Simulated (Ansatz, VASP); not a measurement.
# KVSe3: VASP beside Ansatz, part 3 of 3

Wanted: the spread between two codes on one cell, functional and k mesh. The cell is generated by rule, not measured, and may not be a known phase. The cell is taken from a series of runs on this material, whose earlier steps may have relaxed, scaled, displaced or heated it; both programs get it as it stands.

VASP 6.6.1 and Ansatz 0.2.0.

So far: The structure; Ansatz: zone-centre phonons, PBEsol; VASP: zone-centre phonons, PBEsol.

### 3. VASP: zone-centre phonons, PBEsol (continued)

Level of this step: PBEsol, no spin polarisation; plane waves and PAW (K_sv, V_sv, Se); invented cell (VASP).

Numbers of over 12 decimals in the logs are rounded to 6 here.

OUTCAR, selected parts (step 3):

```text
ion  position               nearest neighbor table
   1  0.000  0.000  0.980-   4 3.30   4 3.30   4 3.30   4 3.30
   2  0.500  0.500  0.600-   4 2.19   3 2.44   5 2.44   3 2.44   5 2.44
   3  0.500  0.000  0.475-   2 2.44   2 2.44
   4  0.500  0.500  0.988-   2 2.19   1 3.30   1 3.30   1 3.30   1 3.30
   5  0.000  0.500  0.475-   2 2.44   2 2.44

  LATTYP: Found a simple tetragonal cell.
 ALAT       =     4.6636674864
 C/A-ratio  =     1.2141114704

 Subroutine GETGRP returns: Found  8 space group operations
 (whereof  8 operations were pure point group operations)

The static configuration has the point symmetry C_4v.

 Found     60 irreducible k-points:

   k-points           NKPTS =     60   k-points in BZ     NKDIM =     60   number of bands    NBANDS=     26

   dimension x,y,z NGX =    36 NGY =   36 NGZ =   42
   dimension x,y,z NGXF=    72 NGYF=   72 NGZF=   84

   ENCUT  =  500.0 eV  36.75 Ry    6.06 a.u.   8.50  8.50 10.32*2*pi/ulx,y,z

   NELECT =      40.0000    total number of electrons

 k-points in reciprocal lattice and weights: Automatic mesh
   0.00000000  0.00000000  0.00000000       0.003
   0.12500000  0.00000000  0.00000000       0.010
   0.25000000  0.00000000  0.00000000       0.010
   0.37500000  0.00000000  0.00000000       0.010
   0.50000000  0.00000000  0.00000000       0.005
   0.12500000  0.12500000  0.00000000       0.010
   0.25000000  0.12500000  0.00000000       0.021
   0.37500000  0.12500000  0.00000000       0.021
   0.50000000  0.12500000  0.00000000       0.010
[...]
0.50000000  0.37500000  0.50000000       0.010
   0.50000000  0.50000000  0.50000000       0.003

 average (electrostatic) potential at core
       1 -33.8182       2 -77.9485       3 -54.8573       4 -54.8962       5 -54.8573

 POSITION                                       TOTAL-FORCE (eV/Angst)
 -----------------------------------------------------------------------------------
      0.00000      0.00000      5.54734         0.000000      0.000000      0.001236
      2.33183      2.33183      3.39835         0.000000     -0.000000     -0.013813
      2.33183      0.00000      2.69213         0.000000      0.000000     -0.007526
      2.33183      2.33183      5.59306         0.000000      0.000000      0.027629
      0.00000      2.33183      2.69213         0.000000      0.000000     -0.007526
 -----------------------------------------------------------------------------------
    total drift:                                0.000000      0.000000     -0.000047

 Eigenvectors and eigenvalues of the dynamical matrix
 ----------------------------------------------------

   1 f  =   11.316300 THz    71.102408 2PiTHz  377.471128 cm-1    46.800434 meV
             X         Y         Z           dx          dy          dz
      0.000000  0.000000  5.547336     0.000000    0.000000    0.008725
      2.331834  2.331834  3.398347    -0.000000   -0.000000   -0.794745
      2.331834  0.000000  2.692134    -0.000000    0.000000    0.012615
      2.331834  2.331834  5.593057    -0.000000   -0.000000    0.606619
      0.000000  2.331834  2.692134     0.000000   -0.000000    0.012615

   2 f  =    6.909005 THz    43.410556 2PiTHz  230.459587 cm-1    28.573334 meV
             X         Y         Z           dx          dy          dz
      0.000000  0.000000  5.547336    -0.006063    0.025176   -0.000000
      2.331834  2.331834  3.398347     0.133071   -0.552608   -0.000000
      2.331834  0.000000  2.692134     0.073038    0.739656    0.000000
      2.331834  2.331834  5.593057     0.002376   -0.009867   -0.000000
      0.000000  2.331834  2.692134    -0.178113   -0.303305    0.000000

   3 f  =    6.909005 THz    43.410556 2PiTHz  230.459587 cm-1    28.573334 meV
             X         Y         Z           dx          dy          dz
      0.000000  0.000000  5.547336    -0.025176   -0.006063    0.000000
      2.331834  2.331834  3.398347     0.552608    0.133071    0.000000
      2.331834  0.000000  2.692134     0.303305   -0.178113    0.000000
      2.331834  2.331834  5.593057     0.009867    0.002376   -0.000000
      0.000000  2.331834  2.692134    -0.739656    0.073038    0.000000

   4 f  =    4.030974 THz    25.327358 2PiTHz  134.458829 cm-1    16.670763 meV
             X         Y         Z           dx          dy          dz
      0.000000  0.000000  5.547336     0.260214   -0.717704   -0.000000
      2.331834  2.331834  3.398347     0.035951   -0.099157    0.000000
      2.331834  0.000000  2.692134    -0.007248   -0.033480    0.000000
      2.331834  2.331834  5.593057    -0.216742    0.597802    0.000000
      0.000000  2.331834  2.692134     0.012139    0.019992   -0.000000

   5 f  =    4.030974 THz    25.327358 2PiTHz  134.458829 cm-1    16.670763 meV
             X         Y         Z           dx          dy          dz
      0.000000  0.000000  5.547336     0.717704    0.260214    0.000000
      2.331834  2.331834  3.398347     0.099157    0.035951   -0.000000
      2.331834  0.000000  2.692134    -0.019992    0.012139    0.000000
      2.331834  2.331834  5.593057    -0.597802   -0.216742   -0.000000
      0.000000  2.331834  2.692134     0.033480   -0.007248    0.000000

   6 f  =    3.986733 THz    25.049383 2PiTHz  132.983103 cm-1    16.487796 meV
             X         Y         Z           dx          dy          dz
      0.000000  0.000000  5.547336     0.000000    0.000000    0.060384
      2.331834  2.331834  3.398347     0.000000    0.000000    0.430540
      2.331834  0.000000  2.692134     0.000000    0.000000   -0.485114
      2.331834  2.331834  5.593057    -0.000000   -0.000000    0.583367
      0.000000  2.331834  2.692134    -0.000000    0.000000   -0.485114

   7 f  =    2.577364 THz    16.194058 2PiTHz   85.971621 cm-1    10.659118 meV
             X         Y         Z           dx          dy          dz
      0.000000  0.000000  5.547336    -0.450484    0.291995   -0.000000
      2.331834  2.331834  3.398347     0.396420   -0.256951   -0.000000
      2.331834  0.000000  2.692134     0.106742   -0.226313    0.000000
      2.331834  2.331834  5.593057    -0.459100    0.297579    0.000000
      0.000000  2.331834  2.692134     0.349151   -0.069188   -0.000000

   8 f  =    2.577364 THz    16.194058 2PiTHz   85.971621 cm-1    10.659118 meV
             X         Y         Z           dx          dy          dz
      0.000000  0.000000  5.547336    -0.291995   -0.450484   -0.000000
      2.331834  2.331834  3.398347     0.256951    0.396420    0.000000
      2.331834  0.000000  2.692134     0.069188    0.349151    0.000000
      2.331834  2.331834  5.593057    -0.297579   -0.459100    0.000000
      0.000000  2.331834  2.692134     0.226313    0.106742   -0.000000

   9 f  =    2.142096 THz    13.459189 2PiTHz   71.452645 cm-1     8.858995 meV
             X         Y         Z           dx          dy          dz
      0.000000  0.000000  5.547336    -0.000000   -0.000000   -0.000000
      2.331834  2.331834  3.398347     0.000000   -0.000000    0.000000
      2.331834  0.000000  2.692134     0.000000    0.000000   -0.707107
      2.331834  2.331834  5.593057    -0.000000    0.000000    0.000000
      0.000000  2.331834  2.692134     0.000000    0.000000    0.707107

  10 f  =    1.929770 THz    12.125104 2PiTHz   64.370206 cm-1     7.980885 meV
             X         Y         Z           dx          dy          dz
      0.000000  0.000000  5.547336    -0.000000   -0.000000    0.936515
      2.331834  2.331834  3.398347     0.000000    0.000000   -0.165760
      2.331834  0.000000  2.692134    -0.000000    0.000000   -0.150189
      2.331834  2.331834  5.593057    -0.000000    0.000000   -0.224390
      0.000000  2.331834  2.692134    -0.000000    0.000000   -0.150189

  11 f/i=    0.001685 THz     0.010586 2PiTHz    0.056200 cm-1     0.006968 meV
             X         Y         Z           dx          dy          dz
      0.000000  0.000000  5.547336    -0.322080    0.123675   -0.000000
      2.331834  2.331834  3.398347    -0.368500    0.141500   -0.000000
      2.331834  0.000000  2.692134    -0.459786    0.176251   -0.000000
      2.331834  2.331834  5.593057    -0.458133    0.175918   -0.000000
      0.000000  2.331834  2.692134    -0.459002    0.176553   -0.000000

  12 f/i=    0.001685 THz     0.010586 2PiTHz    0.056200 cm-1     0.006968 meV
             X         Y         Z           dx          dy          dz
      0.000000  0.000000  5.547336     0.123675    0.322080   -0.000000
      2.331834  2.331834  3.398347     0.141500    0.368500   -0.000000
      2.331834  0.000000  2.692134     0.176553    0.459002   -0.000000
      2.331834  2.331834  5.593057     0.175918    0.458133   -0.000000
      0.000000  2.331834  2.692134     0.176251    0.459786   -0.000000

  13 f/i=    0.003620 THz     0.022746 2PiTHz    0.120756 cm-1     0.014972 meV
             X         Y         Z           dx          dy          dz
      0.000000  0.000000  5.547336    -0.000000    0.000000    0.345280
      2.331834  2.331834  3.398347    -0.000000    0.000000    0.394385
      2.331834  0.000000  2.692134    -0.000000    0.000000    0.491882
      2.331834  2.331834  5.593057    -0.000000    0.000000    0.491269
      0.000000  2.331834  2.692134    -0.000000    0.000000    0.491882

  14 f/i=    2.338358 THz    14.692334 2PiTHz   77.999211 cm-1     9.670665 meV
             X         Y         Z           dx          dy          dz
      0.000000  0.000000  5.547336    -0.047435   -0.083912    0.000000
      2.331834  2.331834  3.398347    -0.263545   -0.466207    0.000000
      2.331834  0.000000  2.692134     0.394751   -0.061837    0.000000
      2.331834  2.331834  5.593057    -0.115822   -0.204888    0.000000
      0.000000  2.331834  2.692134    -0.034956    0.698309    0.000000

  15 f/i=    2.338358 THz    14.692334 2PiTHz   77.999211 cm-1     9.670665 meV
             X         Y         Z           dx          dy          dz
      0.000000  0.000000  5.547336    -0.083912    0.047435    0.000000
      2.331834  2.331834  3.398347    -0.466207    0.263545   -0.000000
      2.331834  0.000000  2.692134     0.698309    0.034956   -0.000000
      2.331834  2.331834  5.593057    -0.204888    0.115822   -0.000000
      0.000000  2.331834  2.692134    -0.061837   -0.394751   -0.000000

 ELASTIC MODULI CONTR FROM IONIC RELAXATION (kBar)
 Direction    XX          YY          ZZ          XY          YZ          ZX
 --------------------------------------------------------------------------------
 XX        -259.4146     75.2513    -77.6925      0.0000     -0.0000      0.0000
 YY          75.2513   -259.4146    -77.6925      0.0000      0.0000     -0.0000
 ZZ         -77.6925    -77.6925   -889.1923      0.0000     -0.0000     -0.0000
 XY           0.0000      0.0000      0.0000      0.0000      0.0000      0.0000
 YZ          -0.0000      0.0000     -0.0000      0.0000    -81.2392     -0.0000
 ZX           0.0000     -0.0000     -0.0000      0.0000     -0.0000   -108.1752
 --------------------------------------------------------------------------------
```

This run has no spin polarisation, so a moment on V, if there is one, isn't seen.

### 4. Comparison

Known differences besides the potentials themselves: the data sets hold 70 valence electrons in Ansatz (on its PAW soft_1 files) and 40 in VASP; the cutoff is 420 eV in Ansatz and 500 eV in VASP; Ansatz makes its cores anew for this functional, VASP keeps those of its PBE data sets. Total energies have different zeros and are not compared.

Both answers:

| quantity | Ansatz | VASP | difference |
| --- | --- | --- | --- |
| optical mode 1 to 2 (imaginary, printed as negative) (cm⁻¹) | -77.4 | -78.0 | +0.6 |
| optical mode 3 (cm⁻¹) | 63.6 | 64.4 | -1.13 % |
| optical mode 4 (cm⁻¹) | 71.4 | 71.5 | -0.07 % |
| optical mode 5 to 6 (cm⁻¹) | 86.3 | 86.0 | +0.36 % |
| optical mode 7 (cm⁻¹) | 133.0 | 133.0 | +0.01 % |
| optical mode 8 to 9 (cm⁻¹) | 133.4 | 134.5 | -0.79 % |
| optical mode 10 to 11 (cm⁻¹) | 229.5 | 230.5 | -0.41 % |
| optical mode 12 (cm⁻¹) | 375.9 | 377.5 | -0.41 % |

Modes are paired by rising frequency, not by their patterns, so a pair may set unlike modes beside each other; they are those without the splitting of longitudinal modes.

### 5. Summary of results

```json
{
 "r.m.s. difference of the optical zone-centre modes, each program's sorted by frequency (zone-centre phonons, PBEsol)": "0.81 cm⁻¹",
 "difference in optical mode 3 (zone-centre phonons, PBEsol)": "-1.1 %"
}
```

What this shows: The r.m.s. difference of the optical zone-centre modes, each program's sorted by frequency is 0.81 cm⁻¹ (zone-centre phonons, PBEsol). The data sets hold unlike numbers of valence electrons (70 in Ansatz and 40 in VASP), so part of the differences comes from the potentials. Among the rows given in per cent, the largest difference of the zone-centre phonons, PBEsol pair is in optical mode 3, -1.1 %. How closely two codes agree says nothing of how well the functional describes the real material.

[Lines on the potential files, build, host, timing and source positions are cut from VASP's logs without a mark.]

[Logs are printed without paths, hosts, clocks, repeated set-up lines and the standing remarks that a program may print on its own settings, such as how far it seeks lower states.]

[Hosts, paths, dates, database ids (printed as entryN), source tags and the programs' standing remarks are cut or masked in the printed files.]
